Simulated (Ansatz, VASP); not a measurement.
**Te (Tellurium): VASP beside Ansatz**

One calculation is typed for both programs; each brings its own data sets and cutoff. How far apart do they land? The cell is taken from a series of VASP runs on this material, whose earlier steps may have relaxed, scaled or displaced it; both programs get it as it stands.

Main program and level: Ansatz 0.2.0; plane waves, with VASP 6.6.1 beside it; band structure at HSE06.

## (1) The structure

The structure is trigonal, space group P3_121 (No. 152). Conventional cell: a = 4.454 Å, b = 4.454 Å, c = 5.924 Å, α = 90.00°, β = 90.00°, γ = 120.00°. Nearest to Te lie 2 Te at 2.86 Å.

Structure file:

```
Te
1.0
     4.45400    0.00000    0.00000
    -2.22700    3.85728    0.00000
     0.00000    0.00000    5.92400
Te
3
Cartesian
  1.6279 2.8197 0.0000
  -0.5991 1.0376 3.9493
  1.1981 0.0000 1.9747
```

## (2) VASP: band structure, HSE06

Levels along a path test the potential and the projectors away from the mesh points.

Lines of VASP's logs that name or quote its potential files are left out, and so is its time.

The run reads the wave functions of an earlier VASP run, which isn't shown here.

INCAR reads:

```
SYSTEM = Te
PREC = Accurate
ENCUT = 350
EDIFF = 1E-06
NELM = 100
ISMEAR = 0
SIGMA = 0.03
LREAL = .FALSE.
ALGO = Normal
LHFCALC = .TRUE.
AEXX = 0.25
GGA = PE
HFSCREEN = 0.2
LASPH = .TRUE.
NBANDS = 15
PRECFOCK = Fast
LORBIT = 11
LWAVE = .FALSE.
LCHARG = .FALSE.
KPAR = 4
```

POSCAR reads:

```
Te
1.0
    4.4540000000      0.0000000000      0.0000000000
   -2.2270000000      3.8572771485      0.0000000000
    0.0000000000      0.0000000000      5.9240000000
Te
3
Direct
    0.7310000000      0.7310000000      0.0000000000
    0.0000000000      0.2690000000      0.6666666667
    0.2690000000      0.0000000000      0.3333333333
```

KPOINTS reads:

```
Automatic mesh
0
Gamma
4 4 3
0 0 0
```

KPOINTS_OPT reads:

```
Line mode
10
Line-mode
Reciprocal
  0.00000000   0.00000000   0.00000000 GAMMA
  0.50000000   0.00000000   0.00000000 M

  0.50000000   0.00000000   0.00000000 M
  0.33333333   0.33333333   0.00000000 K

  0.33333333   0.33333333   0.00000000 K
  0.00000000   0.00000000   0.00000000 GAMMA

  0.00000000   0.00000000   0.00000000 GAMMA
  0.00000000   0.00000000   0.50000000 A

  0.00000000   0.00000000   0.50000000 A
  0.50000000   0.00000000   0.50000000 L

  0.50000000   0.00000000   0.50000000 L
  0.33333333   0.33333333   0.50000000 H

  0.33333333   0.33333333   0.50000000 H
  0.00000000   0.00000000   0.50000000 A

  0.50000000   0.00000000   0.50000000 L
  0.50000000   0.00000000   0.00000000 M

  0.33333333   0.33333333   0.00000000 K
  0.33333333   0.33333333   0.50000000 H
```

PAW data sets: Te (PBE family, release 64).

On the command line:

```console
$ mpirun -np 4 vasp_std
```

Numbers of over 12 decimals in the logs are rounded to 6 here.

The program printed:

```text
[banner, memory and clock lines left out]
running    4 mpi-ranks, on    1 nodes
 distrk:  each k-point on    1 cores,    4 groups
 distr:  one band on    1 cores,    1 groups

 POSCAR found type information on POSCAR Te
 POSCAR found :  1 types and       3 ions
 LDA part: xc-table for (Slater+PW92), standard interpolation
 found WAVECAR, reading the header
 POSCAR, INCAR and KPOINTS ok, starting setup
 FFT: planning ... GRIDC
 FFT: planning ... GRID_SOFT
 FFT: planning ... GRID
 reading WAVECAR
 the WAVECAR file was read successfully
 initial charge from wavefunction
 entering main loop
       N       E                     dE             d eps       ncg     rms          rms(c)
DAV:   1    -0.118581812630E+02   -0.11858E+02   -0.30361E+00   270   0.111E+01    0.211E+01
DAV:   2    -0.118802530412E+02   -0.22072E-01   -0.69463E-02   333   0.187E+00    0.140E+01
DAV:   3    -0.118787243692E+02    0.15287E-02   -0.38224E-03   403   0.350E-01    0.910E+00
DAV:   4    -0.118780014983E+02    0.72287E-03   -0.61669E-04   347   0.136E-01    0.552E+00
DAV:   5    -0.118777981771E+02    0.20332E-03   -0.18568E-04   340   0.762E-02    0.334E+00
DAV:   6    -0.118777499081E+02    0.48269E-04   -0.50480E-05   347   0.411E-02    0.201E+00
DAV:   7    -0.118777410608E+02    0.88473E-05   -0.14896E-05   340   0.231E-02    0.120E+00
DAV:   8    -0.118777423262E+02   -0.12654E-05   -0.47300E-06   347   0.134E-02    0.721E-01
DAV:   9    -0.118777447337E+02   -0.24075E-05   -0.14049E-06   240   0.787E-03    0.432E-01
DAV:  10    -0.118777466859E+02   -0.19522E-05   -0.81571E-07   198   0.640E-03    0.258E-01
DAV:  11    -0.118777480466E+02   -0.13607E-05   -0.29938E-07   205   0.397E-03    0.153E-01
DAV:  12    -0.118777488820E+02   -0.83533E-06   -0.13927E-07   184   0.267E-03
   1 F= -.11877749E+02 E0= -.11877749E+02  d E =-.113064E-10
 Start KPOINTS_OPT (optional k-point list driver)
k-point batch [1-9\90]
       N       E                     dE             ncg
DAV:   1     0.621920999146E+03   -0.94057E+03      270
DAV:   2     0.141388801273E+02   -0.60778E+03      368
DAV:   3    -0.599886396807E+02   -0.74128E+02      305
DAV:   4    -0.620920997891E+02   -0.21035E+01      412
DAV:   5    -0.621148076736E+02   -0.22708E-01      333
DAV:   6    -0.621150680142E+02   -0.26034E-03      398
DAV:   7    -0.621150716751E+02   -0.36609E-05      266
DAV:   8    -0.621150717410E+02   -0.65869E-07      254
[...]
k-point batch [82-90\90]
       N       E                     dE             ncg
DAV:   1     0.515914490351E+03   -0.36485E+04      270
DAV:   2    -0.664507412455E+02   -0.58237E+03      354
DAV:   3    -0.126303758389E+03   -0.59853E+02      298
DAV:   4    -0.128184631145E+03   -0.18809E+01      391
DAV:   5    -0.128205780416E+03   -0.21149E-01      312
DAV:   6    -0.128206001715E+03   -0.22130E-03      384
DAV:   7    -0.128206004694E+03   -0.29796E-05      219
DAV:   8    -0.128206004763E+03   -0.68319E-07      240
```

From OUTCAR (step 2):

```text
ion  position               nearest neighbor table
   1  0.731  0.731  0.000-   3 2.86   2 2.86   3 3.47   2 3.47   2 3.47   3 3.47
   2  0.000  0.269  0.667-   1 2.86   3 2.86   1 3.47   1 3.47   3 3.47   3 3.47
   3  0.269  0.000  0.333-   1 2.86   2 2.86   1 3.47   1 3.47   2 3.47   2 3.47

  LATTYP: Found a hexagonal cell.
 ALAT       =     4.4540000000
 C/A-ratio  =     1.3300404131

 Subroutine GETGRP returns: Found  6 space group operations
 (whereof  2 operations were pure point group operations)

The static configuration has the point symmetry C_2 .
 The point group associated with its full space group is D_3 .

 Found      9 irreducible k-points:

   k-points           NKPTS =      9   k-points in BZ     NKDIM =     48   number of bands    NBANDS=     15

   dimension x,y,z NGX =    28 NGY =   28 NGZ =   36
   dimension x,y,z NGXF=    56 NGYF=   56 NGZF=   72

   ENCUT  =  350.0 eV  25.72 Ry    5.07 a.u.   6.79  6.79  9.04*2*pi/ulx,y,z

   NELECT =      18.0000    total number of electrons

 k-points in reciprocal lattice and weights: Automatic mesh
   0.00000000  0.00000000  0.00000000       0.021
   0.25000000  0.00000000  0.00000000       0.125
   0.50000000  0.00000000  0.00000000       0.062
   0.25000000  0.25000000  0.00000000       0.125
   0.00000000  0.00000000  0.33333333       0.042
   0.25000000  0.00000000  0.33333333       0.125
   0.00000000  0.25000000  0.33333333       0.125
   0.50000000  0.00000000  0.33333333       0.125
   0.25000000  0.25000000  0.33333333       0.250

  exchange ACFDT corr.  =         0.00000000  see jH, gK, PRB 81, 115126

 average (electrostatic) potential at core
       1 -85.2846       2 -85.2846       3 -85.2846

 E-fermi :   5.4235

 k-point     1 :       0.0000    0.0000    0.0000
  band No.  band energies     occupation
    ...
      5       2.6366      2.00000
      6       2.6366      2.00000
      7       3.6941      2.00000
      8       3.6941      2.00000
      9       4.5867      2.00000
     10       7.1039      0.00000
     11       7.1039      0.00000
     12       7.7919      0.00000
     13      11.2063      0.00000
     14      11.2063      0.00000
    ...

 k-point     2 :       0.2500    0.0000    0.0000
  band No.  band energies     occupation
    ...
      5       1.3426      2.00000
      6       1.8297      2.00000
      7       3.9266      2.00000
      8       4.4923      2.00000
      9       4.6534      2.00000
     10       6.9160      0.00000
     11       7.1474      0.00000
     12       8.0228      0.00000
     13       9.9814      0.00000
     14      11.5822      0.00000
    ...

 k-point     3 :       0.5000    0.0000    0.0000
  band No.  band energies     occupation
    ...
      5       0.7519      2.00000
      6       1.5950      2.00000
      7       1.6842      2.00000
      8       4.4642      2.00000
      9       4.6580      2.00000
     10       6.8937      0.00000
     11       6.9847      0.00000
     12       9.0761      0.00000
     13      10.0802      0.00000
     14      13.7855      0.00000
    ...

  energy-cutoff  :      350.00
  volume of cell :      101.78
      direct lattice vectors                 reciprocal lattice vectors
     4.454000000  0.000000000  0.000000000     0.224517288  0.129625117  0.000000000
    -2.227000000  3.857277149  0.000000000     0.000000000  0.259250233  0.000000000
     0.000000000  0.000000000  5.924000000     0.000000000  0.000000000  0.168804862

 POSITION                                       TOTAL-FORCE (eV/Angst)
 -----------------------------------------------------------------------------------
      1.62794      2.81967      0.00000         0.165694      0.286990      0.000000
     -0.59906      1.03761      3.94933         0.165694     -0.286990      0.000000
      1.19813      0.00000      1.97467        -0.331388      0.000000     -0.000000
 -----------------------------------------------------------------------------------
    total drift:                               -0.000001     -0.000001      0.000000

  FREE ENERGIE OF THE ION-ELECTRON SYSTEM (eV)
  ---------------------------------------------------
  free  energy   TOTEN  =       -11.8777488820 eV

  energy  without entropy=      -11.8777488820  energy(sigma->0) =      -11.87774888

 total charge
# of ion       s       p       d       tot
------------------------------------------
    1        1.393   1.924   0.044   3.361
    2        1.393   1.924   0.044   3.361
    3        1.393   1.924   0.044   3.361
--------------------------------------------------
tot          4.180   5.772   0.131  10.083

[... 3 further parts left out ...]
```

The k-mesh is coarse for exact exchange; levels may shift by about 0.1 eV on a finer one.

[end of part 1 of 2]

[Lines on the potential files, build, host, timing and source positions are cut from VASP's logs without a mark.]

[Logs are printed without paths, hosts, clocks, repeated set-up lines and the standing remarks that a program may print on its own settings, such as how far it seeks lower states.]

[Hosts, paths, dates, database ids (printed as entryN), source tags and the programs' standing remarks are cut or masked in the printed files.]
